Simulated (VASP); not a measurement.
NaLi3S2, 6 atoms in the cell. The structure is trigonal, space group P-3m1 (No. 164). The conventional cell has a = 4.079 Å, b = 4.079 Å, c = 6.720 Å, α = 90.00°, β = 90.00°, γ = 120.00°. Na (site symmetry -3m) is surrounded by 6 S at 3.02 Å and 8 Li at 3.27 to 3.36 Å. Around Li (site symmetry -3m) lie 6 Li at 2.59 Å and 6 S at 2.78 Å. Li (site symmetry 3m) has 4 S at 2.39 to 2.56 Å and 3 Li at 2.59 Å as nearest neighbours. Around S (site symmetry 3m) lie 4 Li at 2.39 to 2.56 Å. The cell was built by a generator and needn't be a form met in nature.

| Quantity | Value |
| --- | --- |
| Program | VASP 6.6.1 |
| Task | single point |
| Functional | PBE |
| Potentials or basis | VASP PAW PBE potentials, release 64 (Na_pv, Li_sv, S) |
| Cutoff | 520 eV |
| k mesh | 6 × 6 × 4 |
| Occupations | gaussian, width 0.02 eV |
| Spin | no spin polarisation |
| Dipole correction | no |
| Further INCAR settings | ALGO = Normal; EDIFF = 1e-06; NBANDS = 23 |

Potentials or basis: VASP PAW PBE potentials, release 64 (Na_pv, Li_sv, S).

The run is started by

```console
$ cat potpaw_PBE.64/Na_pv/POTCAR potpaw_PBE.64/Li_sv/POTCAR potpaw_PBE.64/S/POTCAR > POTCAR
$ mpirun -np 1 vasp_std > vasp.out
```

Hardware: 1 thread of Intel(R) Xeon(R) Platinum 8488C (Sapphire Rapids), on a shared host.

Problem. Estimate the wall time of this run.

Solution. Run time: 37 s on 1 thread of Intel(R) Xeon(R) Platinum 8488C (Sapphire Rapids), on a shared host, peak memory 0.21 GiB. Counts: scf iterations 13, k points 24.
